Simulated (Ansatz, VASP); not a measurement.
# In7As7H16 (InAs wire along [100], 14 atoms a period, H-terminated): VASP beside Ansatz, part 2 of 3

Aim: how closely do two programs agree when they are given the same cell, functional and k mesh? Of the first pair: The cell is taken from a series of runs on this material, whose earlier steps may have relaxed, scaled, displaced or heated it; both programs get it as it stands.

VASP 6.6.1 and Ansatz 0.2.0.

So far: Starting point; Ansatz: single point, PBE, pair 1.

## Step 3: VASP: single point, PBE, pair 1

Level of this step: PBE; plane waves and PAW (In_d, H, As) (VASP).

The same cell, functional, mesh and smearing now go to VASP, with its own data sets.

Lines of VASP's logs that name or quote its potential files are left out, and so is its time.

The input, INCAR:

```
SYSTEM = In7As7H16
PREC = Accurate
ENCUT = 400
EDIFF = 1E-06
NELM = 120
ISMEAR = -1
SIGMA = 0.05
LREAL = .FALSE.
ALGO = Normal
GGA = PE
NBANDS = 92
LORBIT = 11
LWAVE = .FALSE.
LCHARG = .FALSE.
ISIF = 2
LASPH = .TRUE.
GGA_COMPAT = .FALSE.
EFERMI = MIDGAP
KPAR = 4
```

The input, POSCAR:

```
In7As7H16
1.0
   16.4600000000      0.0000000000      0.0000000000
    0.0000000000     16.4600000000      0.0000000000
    0.0000000000      0.0000000000      6.3217717072
In H As
7 16 7
Direct
    0.2587862420      0.6658871390      0.9226836950
    0.4508643360      0.4584687300      0.0055993320
    0.6448949580      0.6522283600      0.0524951470
    0.2578014700      0.4446243070      0.5256294250
    0.4661254110      0.2544127780      0.4739657210
    0.4477860030      0.6273407800      0.5049818360
    0.6421586660      0.4494866750      0.4939958520
    0.3210159430      0.3190577710      0.1296776030
    0.4184430220      0.7857975280      0.1683892910
    0.1778265350      0.6258406670      0.0617164770
    0.7061984190      0.7210017570      0.1865995440
    0.2003158610      0.5081141410      0.3655820040
    0.5440372640      0.2242609530      0.3055552450
    0.7186792140      0.4002186020      0.3541010080
    0.3138235080      0.7777819800      0.3987615730
    0.6038941990      0.7725702070      0.6130864480
    0.7853381540      0.6016915940      0.6633576120
    0.2241977530      0.3718831740      0.7044671380
    0.4051067480      0.1935740490      0.6315073210
    0.2598671640      0.7471055720      0.7464799550
    0.5027276910      0.7918162240      0.8499047330
    0.5971269770      0.3229601590      0.8774871670
    0.7767610060      0.5013481400      0.9056765340
    0.3720460900      0.3681684820      0.2855384910
    0.3588014000      0.7218999830      0.2472086210
    0.5506658280      0.5483833180      0.2555425490
    0.3533549140      0.5470997910      0.7618922220
    0.5383538060      0.3683147180      0.7328621210
    0.5485930190      0.7210013470      0.7517817800
    0.7191971770      0.5527657680      0.7734735550
```

The input, KPOINTS:

```
Automatic mesh
0
Gamma
1 1 13
0 0 0
```

The projector-augmented-wave data sets are In_d, H and As (PBE family, release 64).

The run is started by

```bash
mpirun -np 4 vasp_std
```

Numbers of over 12 decimals in the logs are rounded to 6 here.

What it wrote:

```text
[banner, memory and clock lines left out]
running    4 mpi-ranks, on    1 nodes
 distrk:  each k-point on    1 cores,    4 groups
 distr:  one band on    1 cores,    1 groups

 POSCAR found type information on POSCAR InH As
 POSCAR found :  3 types and      30 ions
|                                                                             |
|               ----> ADVICE to this user running VASP <----                  |
|                                                                             |
|     You have a (more or less) 'large supercell' and for larger cells it     |
|     might be more efficient to use real-space projection operators.         |
|     Therefore, try LREAL= Auto in the INCAR file.                           |
|     Mind: For very accurate calculation, you might also keep the            |
|     reciprocal projection scheme (i.e. LREAL=.FALSE.).                      |
|                                                                             |

 LDA part: xc-table for (Slater+PW92), standard interpolation
 POSCAR, INCAR and KPOINTS ok, starting setup
 FFT: planning ... GRIDC
 FFT: planning ... GRID_SOFT
 FFT: planning ... GRID
 WAVECAR not read
 entering main loop
       N       E                     dE             d eps       ncg     rms          rms(c)
DAV:   1     0.955760568264E+03    0.95576E+03   -0.47364E+04  1608   0.976E+02
DAV:   2     0.354924367382E+01   -0.95221E+03   -0.93404E+03  1552   0.274E+02
DAV:   3    -0.101832975701E+03   -0.10538E+03   -0.10481E+03  1544   0.126E+02
DAV:   4    -0.106852524850E+03   -0.50195E+01   -0.50080E+01  1552   0.310E+01
DAV:   5    -0.107058966493E+03   -0.20644E+00   -0.20633E+00  1800   0.518E+00    0.171E+01
DAV:   6    -0.102595472520E+03    0.44635E+01   -0.39730E+00  1824   0.151E+01    0.940E+00
DAV:   7    -0.101458369515E+03    0.11371E+01   -0.67951E+00  1896   0.101E+01    0.232E+00
DAV:   8    -0.101425859672E+03    0.32510E-01   -0.97884E-01  1688   0.553E+00    0.202E+00
DAV:   9    -0.101423103655E+03    0.27560E-02   -0.50536E-02  1880   0.138E+00    0.141E+00
DAV:  10    -0.101406036818E+03    0.17067E-01   -0.40307E-02  1752   0.112E+00    0.506E-01
DAV:  11    -0.101402239965E+03    0.37969E-02   -0.28944E-02  1744   0.799E-01    0.449E-01
DAV:  12    -0.101402907477E+03   -0.66751E-03   -0.45597E-03  1672   0.261E-01    0.240E-01
DAV:  13    -0.101403765804E+03   -0.85833E-03   -0.15107E-03  1752   0.122E-01    0.136E-01
DAV:  14    -0.101406400505E+03   -0.26347E-02   -0.26163E-03  1560   0.269E-01    0.164E-01
[...]
DAV:  21    -0.101408802832E+03   -0.52894E-04   -0.23690E-06  1280   0.602E-03    0.622E-03
DAV:  22    -0.101408890472E+03   -0.87639E-04   -0.40489E-06  1272   0.477E-03    0.102E-02
DAV:  23    -0.101408927229E+03   -0.36757E-04   -0.99601E-07  1136   0.423E-03    0.320E-03
DAV:  24    -0.101408961693E+03   -0.34465E-04   -0.22455E-06  1160   0.383E-03    0.490E-03
DAV:  25    -0.101408977472E+03   -0.15779E-04   -0.70558E-07  1104   0.339E-03    0.240E-03
DAV:  26    -0.101408981591E+03   -0.41189E-05   -0.16910E-07  1064   0.180E-03    0.174E-03
DAV:  27    -0.101408985320E+03   -0.37285E-05   -0.15976E-07   992   0.125E-03    0.241E-03
DAV:  28    -0.101408986250E+03   -0.93026E-06   -0.11545E-07  1024   0.112E-03
   1 F= -.10140899E+03 E0= -.10140899E+03  d E =-.193754E-10
```

Parts of OUTCAR (step 3):

```text
ion  position               nearest neighbor table
   1  0.259  0.666  0.923-  10 1.73  20 1.74  27 2.70  25 2.79
   2  0.451  0.458  0.006-  24 2.65  27 2.66  28 2.69  26 2.72
   3  0.645  0.652  0.052-  11 1.74  26 2.64  30 2.70  29 2.72
   4  0.258  0.445  0.526-  12 1.74  18 1.74  24 2.72  27 2.75
   5  0.466  0.254  0.474-  19 1.73  13 1.74  24 2.71  28 2.76
   6  0.448  0.627  0.505-  27 2.61  26 2.65  25 2.69  29 2.75
   7  0.642  0.449  0.494-  14 1.74  28 2.64  26 2.68  30 2.76
   8  0.321  0.319  0.130-  24 1.53
   9  0.418  0.786  0.168-  25 1.52
  10  0.178  0.626  0.062-   1 1.73
  11  0.706  0.721  0.187-   3 1.74
  12  0.200  0.508  0.366-   4 1.74
  13  0.544  0.224  0.306-   5 1.74
  14  0.719  0.400  0.354-   7 1.74
  15  0.314  0.778  0.399-  25 1.52
  16  0.604  0.773  0.613-  29 1.52
  17  0.785  0.602  0.663-  30 1.52
  18  0.224  0.372  0.704-   4 1.74
  19  0.405  0.194  0.632-   5 1.73
  20  0.260  0.747  0.746-   1 1.74
  21  0.503  0.792  0.850-  29 1.52
  22  0.597  0.323  0.877-  28 1.53
  23  0.777  0.501  0.906-  30 1.52
  24  0.372  0.368  0.286-   8 1.53   2 2.65   5 2.71   4 2.72
  25  0.359  0.722  0.247-  15 1.52   9 1.52   6 2.69   1 2.79
  26  0.551  0.548  0.256-   3 2.64   6 2.65   7 2.68   2 2.72
  27  0.353  0.547  0.762-   6 2.61   2 2.66   1 2.70   4 2.75
  28  0.538  0.368  0.733-  22 1.53   7 2.64   2 2.69   5 2.76
  29  0.549  0.721  0.752-  21 1.52  16 1.52   3 2.72   6 2.75
  30  0.719  0.553  0.773-  23 1.52  17 1.52   3 2.70   7 2.76

  LATTYP: Found a simple tetragonal cell.
 ALAT       =    16.4600000000
 C/A-ratio  =     0.3840687550

 Subroutine GETGRP returns: Found  1 space group operations
 (whereof  1 operations were pure point group operations)

The static configuration has the point symmetry C_1 .

 Found      7 irreducible k-points:

   k-points           NKPTS =      7   k-points in BZ     NKDIM =      7   number of bands    NBANDS=     92

   dimension x,y,z NGX =   108 NGY =  108 NGZ =   42
   dimension x,y,z NGXF=   216 NGYF=  216 NGZF=   84

   ENCUT  =  400.0 eV  29.40 Ry    5.42 a.u.  26.84 26.84 10.31*2*pi/ulx,y,z

   NELECT =     142.0000    total number of electrons

 k-points in reciprocal lattice and weights: Automatic mesh
   0.00000000  0.00000000  0.00000000       0.077
   0.00000000  0.00000000  0.07692308       0.154
   0.00000000  0.00000000  0.15384615       0.154
   0.00000000  0.00000000  0.23076923       0.154
   0.00000000  0.00000000  0.30769231       0.154
   0.00000000  0.00000000  0.38461538       0.154
   0.00000000  0.00000000  0.46153846       0.154

 average (electrostatic) potential at core
       1-103.1576       2-103.4991       3-103.8311       4-102.8081       5-102.8939
       6-103.7525       7-103.5624       8 -39.5402       9 -40.2336      10 -38.0764
      11 -38.7150      12 -37.7504      13 -37.8210      14 -38.3879      15 -40.1384
      16 -40.4663      17 -40.3543      18 -37.7335      19 -37.8429      20 -38.1002
      21 -40.5116      22 -39.7822      23 -40.3645      24 -56.3559      25 -57.1349
      26 -56.7080      27 -56.3747      28 -56.6225      29 -57.4353      30 -57.3253

 E-fermi :  -2.1369

 k-point     1 :       0.0000    0.0000    0.0000
  band No.  band energies     occupation
    ...
     67      -4.0037      2.00000
     68      -3.7551      2.00000
     69      -3.5860      2.00000
     70      -3.4851      2.00000
     71      -3.4149      2.00000
     72      -0.8589      0.00000
     73      -0.3905      0.00000
     74      -0.1093      0.00000
     75       0.0753      0.00000
     76       0.1101      0.00000
    ...

 k-point     2 :       0.0000    0.0000    0.0769
  band No.  band energies     occupation
    ...
     67      -4.0013      2.00000
     68      -3.7636      2.00000
     69      -3.5908      2.00000
     70      -3.4870      2.00000
     71      -3.4221      2.00000
     72      -0.8519      0.00000
     73      -0.3888      0.00000
     74      -0.1368      0.00000
     75       0.0632      0.00000
     76       0.1035      0.00000
    ...

 k-point     3 :       0.0000    0.0000    0.1538
  band No.  band energies     occupation
    ...
     67      -3.9939      2.00000
     68      -3.7844      2.00000
     69      -3.6052      2.00000
     70      -3.4943      2.00000
     71      -3.4431      2.00000
     72      -0.8303      0.00000
     73      -0.4261      0.00000
     74      -0.1841      0.00000
     75       0.0342      0.00000
     76       0.0807      0.00000
    ...

  Total       -0.5619931     -0.6170750     -0.5544846      0.0085212     -0.0437814     -0.0517558
  in kB       -0.5257062     -0.5772316     -0.5186825      0.0079710     -0.0409545     -0.0484140
  external PRESSURE =      -0.5405401 kB  Pullay stress =       0.0000000 kB

  energy-cutoff  :      400.00
  volume of cell :     1712.77
      direct lattice vectors                 reciprocal lattice vectors
    16.460000000  0.000000000  0.000000000     0.060753341  0.000000000  0.000000000
     0.000000000 16.460000000  0.000000000     0.000000000  0.060753341  0.000000000
     0.000000000  0.000000000  6.321771707     0.000000000  0.000000000  0.158183504

 POSITION                                       TOTAL-FORCE (eV/Angst)
 -----------------------------------------------------------------------------------
      4.25962     10.96050      5.83300        -0.024707      0.000003      0.000788
      7.42123      7.54640      0.03540         0.000321      0.000487      0.003034
     10.61497     10.73568      0.33186         0.014897      0.009130      0.008045
      4.24341      7.31852      3.32291        -0.023710      0.003487     -0.003994
      7.67242      4.18763      2.99630         0.007558     -0.029272      0.001089
      7.37056     10.32603      3.19238        -0.000716      0.001237     -0.008998
     10.56993      7.39855      3.12293         0.018827     -0.002259     -0.012269
      5.28392      5.25169      0.81979        -0.048036     -0.049427     -0.050511
      6.88757     12.93423      1.06452         0.058267      0.062942     -0.032070
      2.92702     10.30134      0.39016         0.012775      0.005777     -0.005477
     11.62403     11.86769      1.17964        -0.009648     -0.003667     -0.002761
      3.29720      8.36356      2.31113         0.009368     -0.004059      0.001905
      8.95485      3.69134      1.93165        -0.009349      0.011783      0.008299
     11.82946      6.58760      2.23855        -0.000245      0.002935      0.004710
      5.16553     12.80229      2.52088        -0.046406      0.061014      0.053522
      9.94010     12.71651      3.87579         0.051865      0.051267     -0.048242
     12.92667      9.90384      4.19360         0.063599      0.042627     -0.041862
      3.69030      6.12120      4.45348         0.009453      0.008929     -0.008984
      6.66806      3.18623      3.99225         0.005512      0.011454     -0.005414
      4.27741     12.29736      4.71908         0.005878     -0.010658      0.003915
      8.27490     13.03330      5.37290        -0.043436      0.067836      0.033703
      9.82871      5.31592      5.54727         0.054883     -0.039818      0.051626
     12.78549      8.25219      5.72548         0.050635     -0.046779      0.051343
      6.12388      6.06005      1.80511         0.045438      0.045305      0.056094
      5.90587     11.88247      1.56280        -0.015919     -0.113547     -0.012684
      9.06396      9.02639      1.61548        -0.000656      0.000866      0.009566
      5.81622      9.00526      4.81651        -0.005662     -0.005510      0.006297
      8.86130      6.06246      4.63299        -0.061457      0.034589     -0.051980
      9.02984     11.86768      4.75259        -0.003649     -0.115310      0.009771
     11.83799      9.09852      4.88972        -0.115679     -0.001362     -0.018463
 -----------------------------------------------------------------------------------
    total drift:                                0.002880      0.000251     -0.001938

  FREE ENERGIE OF THE ION-ELECTRON SYSTEM (eV)
  ---------------------------------------------------
  free  energy   TOTEN  =      -101.4089862498 eV

  energy  without entropy=     -101.4089862498  energy(sigma->0) =     -101.40898625

 total charge
# of ion       s       p       d       tot
------------------------------------------
    1        0.856   0.785   9.875  11.515
    2        0.845   0.672   9.880  11.397
    3        0.844   0.747   9.878  11.469
    4        0.850   0.792   9.875  11.517
    5        0.850   0.794   9.875  11.519
    6        0.852   0.686   9.879  11.417
    7        0.847   0.737   9.877  11.462
    8        0.529   0.017   0.000   0.546
    9        0.538   0.017   0.000   0.555
   10        0.511   0.008   0.000   0.518
   11        0.508   0.007   0.000   0.515
   12        0.512   0.007   0.000   0.519
   13        0.513   0.007   0.000   0.520
   14        0.509   0.007   0.000   0.516
   15        0.532   0.017   0.000   0.549
   16        0.534   0.017   0.000   0.551
   17        0.535   0.017   0.000   0.551
   18        0.512   0.007   0.000   0.519
   19        0.512   0.007   0.000   0.519
   20        0.514   0.007   0.000   0.521
   21        0.535   0.017   0.000   0.551
   22        0.530   0.017   0.000   0.547
   23        0.534   0.017   0.000   0.550
   24        1.206   1.585   0.034   2.825
   25        1.206   1.612   0.051   2.868
   26        1.214   1.547   0.019   2.780
   27        1.215   1.543   0.018   2.777
   28        1.208   1.579   0.034   2.821
   29        1.203   1.614   0.051   2.868
   30        1.201   1.618   0.051   2.870
--------------------------------------------------
tot         22.755  16.503  69.397 108.655

[... 3 further parts left out ...]
```

## Step 4: Comparison

Known differences besides the potentials themselves: the data sets hold 212 valence electrons in Ansatz (on its default PAW (the set named soft_2) files) and 142 in VASP; the cutoff is 420 eV in Ansatz and 400 eV in VASP. Total energies have different zeros and are not compared.

The two programs side by side:

| quantity | Ansatz | VASP | difference |
| --- | --- | --- | --- |
| gap on the k mesh (eV) | 2.557 | 2.556 | +0.001 |

A gap on the mesh is an upper bound, since the band edges may lie between its points.

## Step 5: Ansatz: relaxation, PBE

The two programs are compared at the cell with which this relaxation starts, whose forces are those of its first step. The cell compared in this pair holds 1644.26 Å³, against 1712.77 Å³ for the pair before.

The structure compared here is the start of the Ansatz relaxation; VASP solves that cell, so the two are compared at the walk's first step.

The input, input.yaml:

```yaml
crystal:
  lattice:
    - [16.46, 0.0, 0.0]
    - [0.0, 16.46, 0.0]
    - [0.0, 0.0, 6.0689008389]
  atoms:
    - { symbol: In, position: [0.258786242, 0.665887139, 0.922683695] }
    - { symbol: In, position: [0.450864336, 0.45846873, 0.005599332] }
    - { symbol: In, position: [0.644894958, 0.65222836, 0.052495147] }
    - { symbol: H, position: [0.321015943, 0.319057771, 0.129677603] }
    - { symbol: H, position: [0.418443022, 0.785797528, 0.168389291] }
    - { symbol: H, position: [0.177826535, 0.625840667, 0.061716477] }
    - { symbol: H, position: [0.706198419, 0.721001757, 0.186599544] }
    - { symbol: As, position: [0.37204609, 0.368168482, 0.285538491] }
    - { symbol: As, position: [0.3588014, 0.721899983, 0.247208621] }
    - { symbol: As, position: [0.550665828, 0.548383318, 0.255542549] }
    - { symbol: H, position: [0.200315861, 0.508114141, 0.365582004] }
    - { symbol: H, position: [0.544037264, 0.224260953, 0.305555245] }
    - { symbol: H, position: [0.718679214, 0.400218602, 0.354101008] }
    - { symbol: H, position: [0.313823508, 0.77778198, 0.398761573] }
    - { symbol: In, position: [0.25780147, 0.444624307, 0.525629425] }
    - { symbol: In, position: [0.466125411, 0.254412778, 0.473965721] }
    - { symbol: In, position: [0.447786003, 0.62734078, 0.504981836] }
    - { symbol: In, position: [0.642158666, 0.449486675, 0.493995852] }
    - { symbol: H, position: [0.603894199, 0.772570207, 0.613086448] }
    - { symbol: H, position: [0.785338154, 0.601691594, 0.663357612] }
    - { symbol: H, position: [0.224197753, 0.371883174, 0.704467138] }
    - { symbol: H, position: [0.405106748, 0.193574049, 0.631507321] }
    - { symbol: As, position: [0.353354914, 0.547099791, 0.761892222] }
    - { symbol: As, position: [0.538353806, 0.368314718, 0.732862121] }
    - { symbol: As, position: [0.548593019, 0.721001347, 0.75178178] }
    - { symbol: As, position: [0.719197177, 0.552765768, 0.773473555] }
    - { symbol: H, position: [0.259867164, 0.747105572, 0.746479955] }
    - { symbol: H, position: [0.502727691, 0.791816224, 0.849904733] }
    - { symbol: H, position: [0.597126977, 0.322960159, 0.877487167] }
    - { symbol: H, position: [0.776761006, 0.50134814, 0.905676534] }
kpoints:
  mp_grid: { grid: [1, 1, 10] }
  band_path: { path: ["Γ", Z], npoints: 90 }
scf:
  occupations: { method: fermi_dirac, width: 0.05 }
hamiltonian:
  xc: pbe
relax:
  max_steps: 40
  f_tol: 0.02
output:
  stress: true
```

The run is started by

```bash
ansatz run input.yaml --threads 4 --pin off --max-ram 16384MiB --backend cpu --events-out ev --progress --plain --runs-dir out
```

What it wrote:

```text
Warning: output.stress: scf.convergence.dr2_threshold = 1e-7 eV (the SCF's general default) is looser than the 3e-9 eV advised for a printed stress (1e-10 eV for each atom of the cell: 30). What an SCF threshold leaves in a stress goes as its square root, and in the free energy as the threshold itself, and one threshold admits the most on a small cell: [figures from the program's tests cut] Every solve of this run an [...]
[...]
Crystal: 30 atoms, lattice volume = 1644.257 Å³
[...]
- { symbol: In, position: [0.445587, 0.630769, 0.507316] }
    - { symbol: In, position: [0.643504, 0.448937, 0.490268] }
[...]
- { symbol: As, position: [0.349600, 0.548087, 0.764116] }
    - { symbol: As, position: [0.540049, 0.366538, 0.735187] }
    - { symbol: As, position: [0.551190, 0.724737, 0.748250] }
    - { symbol: As, position: [0.723541, 0.551840, 0.774369] }
    - { symbol: H, position: [0.248008, 0.742117, 0.731836] }
    - { symbol: H, position: [0.511168, 0.798894, 0.851224] }
    - { symbol: H, position: [0.597234, 0.324061, 0.895945] }
    - { symbol: H, position: [0.779590, 0.501579, 0.919444] }
[key lines of the parts left out:]
P = ⅓ Tr σ = 0.0466 GPa (0.466 kbar)
```

(Part 2 of 3 ends here.)

[Lines on the potential files, build, host, timing and source positions are cut from VASP's logs without a mark.]

[Logs are printed without paths, hosts, clocks, repeated set-up lines and the standing remarks that a program may print on its own settings, such as how far it seeks lower states.]

[Hosts, paths, dates, database ids (printed as entryN), source tags and the programs' standing remarks are cut or masked in the printed files.]
